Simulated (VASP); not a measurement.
A convergence study with VASP on WSi$_{2}$: one setting is varied, all else stays as given below, so the limit is that of these other settings.

```
CELL_PARAMETERS angstrom
      3.20037     0.00000     0.00000
      0.00000     3.20037     0.00000
      0.00000     0.00000    20.47942
ATOMIC_POSITIONS crystal
  Si 0.50000 0.50000 0.65819
  Si 0.00000 0.00000 0.34181
  Si 0.00000 0.00000 0.46760
  Si 0.50000 0.50000 0.53240
  W  0.00000 0.00000 0.59530
  W  0.50000 0.50000 0.40470
```

Method: PBE GGA, VASP's PBE PAW potentials (set 64) (plane waves; VASP). The tightest run used: 600 eV cut-off, 9×9×1 Γ-centred mesh, Gaussian smearing of 0.10 eV, potentials Si W_sv.

Task: The settings run are ENCUT = 150; ENCUT = 180; ENCUT = 210; ENCUT = 255; ENCUT = 360; ENCUT = 450; ENCUT = 600. From which on does the energy per atom stay within 0.005 eV/atom of the tightest run?

Result: From ENCUT = 360 on: it is off by 0.0011 there and by no more than 0.005 in any finer run, while ENCUT = 255 is off by 0.0114.
```csv
setting,E (eV/atom),largest force (eV/Å),plane waves,difference judged (eV/atom)
ENCUT = 150,-7.6642,0.412,894,0.0766
ENCUT = 180,-7.7007,0.239,1166,0.0402
ENCUT = 210,-7.7147,0.261,1477,0.0261
ENCUT = 255,-7.7294,0.259,1962,0.0114
ENCUT = 360,-7.7397,0.267,3284,0.0011
ENCUT = 450,-7.7407,0.267,4591,0.0001
ENCUT = 600,-7.7408,0.267,7029,0.0000
```

Left out are rungs that failed or repeat a setting and relaxations that didn't move; long series are thinned to 24 rows.

The cell is a sheet or thin cut with vacuum, built from a generated structure.
